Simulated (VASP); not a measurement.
Set up this calculation in VASP 6.6.1, as the native input.

- Task: single point
- Functional: r2SCAN
- Potentials or basis: VASP PAW PBE potentials, release 64 (N, O, S)
- Cutoff: 520 eV
- k mesh: 3 × 4 × 2, shifted
- Occupations: fermi-dirac, width 0.1 eV
- Spin: no spin polarisation
- Dipole correction: no
- Further INCAR settings: ALGO = Normal; EDIFF = 1e-07; NBANDS = 53

The system is S3N2O2.

```
N O S
1.0
    -6.90039   -0.01437   -0.01386
    -0.00958   -4.63633    0.00519
    -0.99413    2.30673    8.64484
N O S
4 4 6
Direct
  0.87908 0.21426 0.31092
  0.60929 0.87034 0.68559
  0.10418 0.80989 0.68234
  0.36346 0.09889 0.31520
  0.81050 0.70930 0.13387
  0.66847 0.56041 0.87942
  0.18756 0.30106 0.86557
  0.32954 0.44557 0.14778
  0.76041 0.82581 0.99379
  0.25173 0.12165 0.01419
  0.86230 0.89114 0.32203
  0.62331 0.55836 0.69828
  0.12538 0.11047 0.66741
  0.36984 0.47041 0.29832
```

The cell was built by a generator and needn't be a form met in nature.

These files were run (other wordings do the same):

POSCAR

```
S3N2O2
1.0
   -6.9003889000     -0.0143673900     -0.0138599900
   -0.0095786000     -4.6363265700      0.0051855700
   -0.9941253300      2.3067261000      8.6448404400
N O S
4 4 6
Direct
    0.8790840000      0.2142560000      0.3109160000
    0.6092880000      0.8703380000      0.6855920000
    0.1041850000      0.8098870000      0.6823400000
    0.3634570000      0.0988950000      0.3152030000
    0.8105040000      0.7092990000      0.1338730000
    0.6684690000      0.5604110000      0.8794170000
    0.1875580000      0.3010640000      0.8655680000
    0.3295350000      0.4455690000      0.1477850000
    0.7604070000      0.8258130000      0.9937900000
    0.2517340000      0.1216460000      0.0141900000
    0.8622980000      0.8911380000      0.3220250000
    0.6233120000      0.5583620000      0.6982800000
    0.1253840000      0.1104680000      0.6674140000
    0.3698450000      0.4704110000      0.2983180000
```

INCAR.step1

```
SYSTEM = S3N2O2
ALGO = Normal ; EDIFF = 1E-4
ENCUT = 520 ; GGA = PE
ISMEAR = -1 ; LASPH = .TRUE.
LCHARG = .FALSE. ; LREAL = .FALSE.
LWAVE = .TRUE. ; NBANDS = 53
NELM = 100 ; PREC = Accurate
SIGMA = 0.1
```

INCAR.step2

```
SYSTEM = S3N2O2
ALGO = Normal ; EDIFF = 1E-7
ENCUT = 520 ; ISIF = 2
ISMEAR = -1 ; ISTART = 1
LASPH = .TRUE. ; LCHARG = .FALSE.
LMIXTAU = .TRUE. ; LREAL = .FALSE.
LWAVE = .FALSE. ; METAGGA = R2SCAN
NBANDS = 53 ; NELM = 100
PREC = Accurate ; SIGMA = 0.1
```

KPOINTS

```
Automatic mesh
0
Gamma
  3 4 2
  0 0.5 0.5
```

Potentials or basis: VASP PAW PBE potentials, release 64 (N, O, S).

Run with:

```console
$ cat potpaw_PBE.64/N/POTCAR potpaw_PBE.64/O/POTCAR potpaw_PBE.64/S/POTCAR > POTCAR
$ cp INCAR.step1 INCAR
$ mpirun -np 1 vasp_std > vasp.out
$ cp INCAR.step2 INCAR
$ mpirun -np 1 vasp_std > vasp.out
```

It gave:

```
Pressure               : -2.5 GPa
Largest force          : 12.957 eV/Å
Band gap on the k mesh : 0.61 eV, indirect (least direct gap 0.70 eV)
```

Caveat: the PAW data sets were made with another functional, which shifts forces and pressure a little.

Run time: 8.9 min on 1 thread of AMD EPYC 9R45 (Zen 5), on a shared host, peak memory 0.42 GiB.
